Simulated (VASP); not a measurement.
The system is CeZn2Ni.

```xyz
4
Lattice="3.8644 0.0000 0.0000 0.0000 3.8644 0.0000 0.0000 0.0000 4.9193" Properties=species:S:1:pos:R:3 pbc="T T T"
Ce    0.0000    0.0000    0.0000
Zn    0.0000    1.9322    2.4596
Zn    1.9322    0.0000    2.4596
Ni    1.9322    1.9322    0.0000
```

The cell comes from a database or a generator and needn't be the stable form of this composition.

| Property | Result |
| --- | --- |
| Program | VASP 6.6.1 |
| Task | relaxation of cell and atoms |
| Functional | PBEsol |
| Potentials or basis | VASP PAW PBE potentials, release 64 (Ce, Zn, Ni) |
| Cutoff | 600 eV |
| k mesh | 5 × 5 × 5 |
| Occupations | fermi-dirac, width 0.05 eV |
| Spin | collinear spin, ferromagnetic start |
| Starting moments | [1.0, 0.0, 0.0, 1.0] μB |
| Hubbard terms | Ce f U = 8 eV, Ni d U = 8 eV |

At the start: pressure -6.0 GPa; volume 18.37 Å³/atom.

Question: How do energy, volume and symmetry change on relaxing?

Answer: Over 5 steps the energy falls by 25.8 meV/atom and the volume is 17.08 Å³/atom (-7.0 %); space group P4/mmm (No. 123, to 0.05 Å); moment 0.00 μB per cell.

Step by step:
```tsv
step	energy change (eV)	largest force (eV/Å)	pressure (GPa)	volume (Å³)
1	0.0000	0.0000	-5.97	73.46
2	-0.0846	0.0000	3.01	66.43
3	-0.1020	0.0000	0.02	68.35
4	-0.1029	0.0000	0.02	68.33
5	-0.1032	0.0000	0.02	68.31
```

Final structure:
```
CELL_PARAMETERS angstrom
3.78546 0.00000 0.00000
0.00000 3.78546 0.00000
0.00000 0.00000 4.76726
ATOMIC_POSITIONS crystal
Ce 0.00000 0.00000 0.00000
Zn 0.00000 0.50000 0.50000
Zn 0.50000 0.00000 0.50000
Ni 0.50000 0.50000 0.00000
```

Caveat: the magnetic or orbital state may not be the lowest; the PAW data sets were made with another functional, which shifts forces and pressure a little.
